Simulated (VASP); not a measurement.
Given:

```
MgO
1.0
    3.30779     0.00000     0.00000
   -1.65389     2.86463     0.00000
    0.00000     0.00000     4.98288
Mg O
2 2
Direct
  0.33333   0.66667   0.00216
  0.66667   0.33333   0.50216
  0.33333   0.66667   0.40244
  0.66667   0.33333   0.90244
```

Method: PBEsol GGA, VASP's PBE PAW potentials (set 64) (plane waves; VASP). Run with 520 eV cut-off, Gaussian smearing of 0.050 eV, potentials Mg O.

Task: Give the energies of bands 3 to 10 at the high-symmetry points, in eV from the valence-band maximum.

Result: 
```csv
band,Γ,M,K,A,L,H
3,-3.34,-3.16,-2.83,-2.06,-3.20,-2.68
4,-0.80,-2.23,-1.98,-2.06,-3.20,-2.68
5,-0.80,-1.79,-1.98,-0.63,-0.95,-2.16
6,-0.45,-1.33,-1.31,-0.63,-0.95,-2.16
7,-0.45,-0.85,-1.23,-0.63,-0.73,-0.39
8,0.00,-0.52,-1.23,-0.63,-0.73,-0.39
9,3.34,7.61,8.12,5.88,7.21,8.30
10,8.40,7.94,8.18,5.88,7.21,8.30
```

The gap is direct, 3.34 eV, from the valence maximum at Γ to the conduction minimum at Γ.

The structure comes from a computed database's MgO entry (P6_3mc); how it stands against other phases isn't given here. The cell was not relaxed at this level.
